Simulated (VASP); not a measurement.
VASP ran on this input.

KPOINTS:
```
Automatic mesh
0
Gamma
17 17 17
0 0 0
```

INCAR:
```
SYSTEM=Rh
PREC=Accurate; ENCUT=500; LREAL=.False.
LASPH=.True.
EDIFF=1E-6; NELM=100; ALGO=Normal
LMAXMIX=4
ISMEAR=1; SIGMA=0.1
GGA=PS
IBRION=2; NSW=40; ISIF=3
EDIFFG=-0.02; PSTRESS=450
LWAVE=.False.; LCHARG=.False.
```

### POSCAR
```
Rh
1
    0.0000000000     1.8195378563     1.8195378563
    1.8195378563    -0.0000000000     1.8195378563
    1.8195378563     1.8195378563     0.0000000000
Rh
1
Direct
  0.0000000000   0.0000000000   1.0000000000
```

POTCAR, in this order: Rh_pv (PBE.64 set). Program: vasp_std.

Write an equivalent input for Ansatz.

One equivalent input (not run):
Ansatz 0.2 input:
```yaml
crystal:
  lattice:
    - [0.0000000, 1.8195379, 1.8195379]
    - [1.8195379, 0.0000000, 1.8195379]
    - [1.8195379, 1.8195379, 0.0000000]
  atoms:
    - { symbol: Rh, position: [0.0000000, 0.0000000, 1.0000000] }
kpoints:
  mp_grid: { grid: [17, 17, 17] }
hamiltonian:
  xc: pbesol
  pseudopotentials: { kind: paw }
scf:
  occupations: { method: methfessel_paxton, width: 0.1 }
  max_iter: 100
relax:
  max_steps: 40
  f_tol: 0.02
  cell: { p_target: 45 }
output: { forces: true, stress: true, eigenvalues: true }
```
What does not carry over: each code has its own PAW files, so the cut-off isn't converted (ENCUT is set for VASP's; basis.ecutwfc is left out, and Ansatz then takes the one that its files recommend); Ansatz stops its SCF on the density residual and VASP on the energy change (EDIFF).

The compound is Rh in the fcc structure. It was relaxed first under an external pressure of 45 GPa.
